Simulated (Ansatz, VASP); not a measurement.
# AlIn2As2P: VASP beside Ansatz

Contents of INCAR:

```
SYSTEM = AlIn2As2P
PREC = Accurate
ENCUT = 520
EDIFF = 1E-6
ISMEAR = 0
SIGMA = 0.1
LREAL = .FALSE.
LASPH = .TRUE.
NELM = 80
ALGO = Normal
ISIF = 2
LWAVE = .FALSE.
LCHARG = .FALSE.
GGA = PE
NBANDS = 31
```

File KPOINTS:

```
Automatic mesh
0
G
  6 6 2
  0 0 0
```

File POSCAR:

```
AlIn2As2P
1.0
    4.1070417900      0.0000000000      0.0000000000
   -2.0535209000      3.5568025300      0.0000000000
    0.0000000000      0.0000000000      9.9123289800
Al In P As
1 2 1 2
Direct
    0.0000000000      0.0000000000      0.5000000000
    0.3333333300      0.6666666700      0.5000000000
    0.6666666700      0.3333333300      0.5000000000
    0.0000000000      0.0000000000      0.0000000000
    0.0000000000      0.0000000000      0.2320708400
    0.0000000000      0.0000000000      0.7679291600
```

Input for Ansatz:

```yaml
crystal:
  lattice:
    - [4.10704179, 0.0, 0.0]
    - [-2.0535209, 3.55680253, 0.0]
    - [0.0, 0.0, 9.91232898]
  atoms:
    - { symbol: Al, position: [0.0, 0.0, 0.5] }
    - { symbol: In, position: [0.33333333, 0.66666667, 0.5] }
    - { symbol: In, position: [0.66666667, 0.33333333, 0.5] }
    - { symbol: P, position: [0.0, 0.0, 0.0] }
    - { symbol: As, position: [0.0, 0.0, 0.23207084] }
    - { symbol: As, position: [0.0, 0.0, 0.76792916] }
basis:
  ecutwfc: 420
kpoints:
  mp_grid: { grid: [6, 6, 2] }
hamiltonian:
  xc: pbe
scf:
  occupations: { method: gaussian, width: 0.1 }
  lower_state_search: "off"
output:
  forces: true
  stress: true
  eigenvalues: true
```

Alike in both runs: task single point; functional PBE; k mesh 6 × 6 × 2; occupations gaussian, width 0.1 eV; no spin polarisation.

```csv
,VASP,Ansatz
version,VASP 6.6.1,Ansatz 0.2.0
potentials or method,"VASP PAW PBE potentials, release 64 (Al, In_d, P, As)","scalar-relativistic, plane waves, PAW"
plane-wave cutoff (eV),520,420
valence electrons in the cell,44,64
```

Ansatz gave:

```
gap on the k mesh at the Fermi level (eV) : none
rms of the force components (eV/Å)        : 0.265
```

Estimate VASP's values.

gap on the k mesh at the Fermi level (eV): none; rms of the force components (eV/Å): 0.262.

Atom by atom the forces differ by 0.003 eV/Å (rms over components). A gap of «none» marks a metal or a gap that the smearing closes. The two sets of potentials don't hold the same shells in valence.
